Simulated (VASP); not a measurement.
Input:

```
CELL_PARAMETERS angstrom
      2.83458     0.00000     0.00000
      0.00000     2.83458     0.00000
      0.00000     0.00000     3.47452
ATOMIC_POSITIONS crystal
  Pt 0.00000 0.00000 0.00000
  Zn 0.50000 0.50000 0.50000
```

Method: PBEsol GGA with spin-orbit coupling, VASP's PBE PAW potentials (set 64) (plane waves; VASP). Run with 400 eV cut-off, 12×12×10 Γ-centred mesh, Gaussian smearing of 0.050 eV, potentials Pt Zn.

Q: The job: ZnPt (space group P4/mmm), 2 atoms, PBEsol+SOC, static run, 400 eV, 12×12×10 Γ-centred mesh. Roughly how much core time does it take on a busy server core?

A: About 2 core-minutes (one run on a shared machine, a rough figure). It had 168 irreducible k-points, 30 bands, up to 1054 plane waves and 12 electronic steps.

The structure comes from a measured ZnPt entry (P4/mmm) of the Crystallography Open Database, whose conditions weren't checked. It was relaxed first.
